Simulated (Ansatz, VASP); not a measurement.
## MgBeTe3: VASP beside Ansatz

Contents of INCAR:

```
SYSTEM = MgBeTe3
PREC = Accurate
ENCUT = 600
EDIFF = 1E-7
ISMEAR = 0
SIGMA = 0.1
LREAL = .False.
LASPH = .True.
NELM = 100
ALGO = Normal
ISIF = 3
LWAVE = .False.
LCHARG = .False.
GGA = PE
IBRION = 2
NSW = 90
EDIFFG = -0.04
```

The input KPOINTS:

```
Automatic mesh
0
Gamma
  4 4 4
  0 0 0
```

Contents of POSCAR:

```
MgBeTe3
1.0
    4.1047691000      0.0000000000      0.0000000000
    0.0000000000      4.1047691000      0.0000000000
    0.0000000000      0.0000000000      7.4248544500
Mg Be Te
1 1 3
Direct
    0.0000000000      0.0000000000      0.0000000000
    0.5000000000      0.5000000000      0.5000000000
    0.5000000000      0.5000000000      0.7675185900
    0.5000000000      0.5000000000      0.2324814100
    0.0000000000      0.0000000000      0.5000000000
```

Input for Ansatz:

```yaml
crystal:
  lattice:
    - [4.1047691, 0.0, 0.0]
    - [0.0, 4.1047691, 0.0]
    - [0.0, 0.0, 7.42485445]
  atoms:
    - { symbol: Mg, position: [0.0, 0.0, 0.0] }
    - { symbol: Be, position: [0.5, 0.5, 0.5] }
    - { symbol: Te, position: [0.5, 0.5, 0.76751859] }
    - { symbol: Te, position: [0.5, 0.5, 0.23248141] }
    - { symbol: Te, position: [0.0, 0.0, 0.5] }
basis:
  ecutwfc: 420
kpoints:
  mp_grid: { grid: [4, 4, 4] }
hamiltonian:
  xc: pbe
scf:
  occupations: { method: gaussian, width: 0.1 }
  lower_state_search: "off"
output:
  forces: true
  stress: true
  eigenvalues: true
relax:
  adjacent_minimum: "off"
  f_tol: 0.04
  max_steps: 70
  cell: { stress_tol: 0.4 }
```

Alike in both runs: task relaxation of cell and atoms; functional PBE; k mesh 4 × 4 × 4; occupations gaussian, width 0.1 eV; no spin polarisation.

```csv
,VASP,Ansatz
version,VASP 6.6.1,Ansatz 0.2.0
potentials or method,"VASP PAW PBE potentials, release 64 (Mg, Be, Te)","scalar-relativistic, plane waves, PAW"
plane-wave cutoff (eV),600,420
valence electrons in the cell,22,60
```

VASP gave:

```
gap on the k mesh at the Fermi level, each at its own relaxed structure (eV) : none
relaxed volume (Å³/atom)                                                     : 24.00
relaxed cell length with the largest relative difference (Å)                 : 3.739
energy change over the relaxation (meV/atom)                                 : -455
```

Q: Estimate Ansatz's values.

A: gap on the k mesh at the Fermi level, each at its own relaxed structure (eV): none; relaxed volume (Å³/atom): 24.05; relaxed cell length with the largest relative difference (Å): 3.746; energy change over the relaxation (meV/atom): -448.

A gap of «none» marks a metal or a gap that the smearing closes. The two sets of potentials don't hold the same shells in valence.

Caveats: the k mesh is coarse (spacing up to 0.38 Å⁻¹), so the values aren't converged. Spin-orbit coupling is left out, which matters for the levels of Te.
